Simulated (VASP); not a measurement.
Given:

```
MgF2
1.0
    4.59034     0.00000     0.00000
    0.00000     4.59034     0.00000
    0.00000     0.00000     3.02931
Mg F
2 4
Direct
  0.00000   0.00000   0.00000
  0.50000   0.50000   0.50000
  0.30280   0.30280   0.00000
  0.80280   0.19720   0.50000
  0.19720   0.80280   0.50000
  0.69720   0.69720   0.00000
```

The numbers are results of r2SCAN+rVV10, VASP's PBE PAW potentials (set 64) (plane waves; VASP 6.6.1), not measurements. Settings: 520 eV cut-off, 6×6×8 Γ-centred mesh, tetrahedra with Blöchl corrections, potentials Mg F.

The cores are frozen, which limits the accuracy of field gradients.

Give the principal components of the electric field gradient (V/Å²) and the asymmetry η at each nucleus.

| atom | Vxx | Vyy | Vzz | η |
|---|---|---|---|---|
| Mg1 | -4.6 | -2.0 | 6.6 | 0.39 |
| Mg2 | -4.6 | -2.0 | 6.6 | 0.39 |
| F3 | 28.3 | 16.2 | -44.5 | 0.27 |
| F4 | 28.3 | 16.2 | -44.5 | 0.27 |
| F5 | 28.3 | 16.2 | -44.5 | 0.27 |
| F6 | 28.3 | 16.2 | -44.5 | 0.27 |

The compound is MgF2 in the rutile structure. It was relaxed first.
